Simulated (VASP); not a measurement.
Given:

```xyz
2
Lattice="0.0000 3.2839 3.2839 3.2839 0.0000 3.2839 3.2839 3.2839 0.0000" Properties=species:S:1:pos:R:3 pbc="T T T"
Te     3.2839     3.2839     3.2839
Pb     0.0000     0.0000     0.0000
```

All values below come from optB86b-vdW, VASP's PBE PAW potentials (set 64) (plane waves; VASP). Numerical set-up: 520 eV cut-off, 7×7×7 Γ-centred mesh, Gaussian smearing of 0.050 eV, potentials Te Pb_d.

### Question
Give the stress tensor in GPa (positive for a compressed cell).

### Answer

```
-1.18   0.00   0.00
 0.00  -1.18   0.00
 0.00   0.00  -1.18
```
The pressure is its mean diagonal, -1.18 GPa.

The compound is PbTe in the rock salt structure. This cell is one point of a volume scan, at 1.03 of the reference volume.
